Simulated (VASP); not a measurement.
A cell of NiSb (NiAs type) near equilibrium:

```
NiSb
1.0
    1.95748    -3.39045     0.00000
    1.95748     3.39045     0.00000
    0.00000     0.00000     5.07547
Ni Sb
2 2
Cartesian
  0.00000   0.00000   2.53774
  0.00000   0.00000   0.00000
  1.95748   1.13015   1.26887
  1.95748  -1.13015   3.80660
```

Level of theory: PBEsol GGA, VASP's PBE PAW potentials (set 64) (plane waves; VASP).

```tsv
run	ΔE (meV/atom)	σxx	σyy	σzz	largest shear component, with its sign (GPa)	largest force (eV/Å)
as it is	0.0	0.06	0.06	0.13	0.00	0.000
after one change	0.9	1.02	1.43	1.62	0.00	0.004
```
Stress is in GPa, positive when the cell is compressed.

### Question
Name the change that produced these shifts.
(A) biaxial strain of -0.5 % in the yz plane with the ions relaxed
(B) atom 3 (Sb) moved by 0.025 Å along z
(C) atom 3 (Sb) moved by -0.075 Å along x
(D) atom 3 (Sb) moved by -0.075 Å along y

### Answer
A, biaxial strain of -0.5 % in the yz plane with the ions relaxed

The compound is NiSb in the NiAs type structure. The run is not spin-polarised, so no magnetic state was tried.
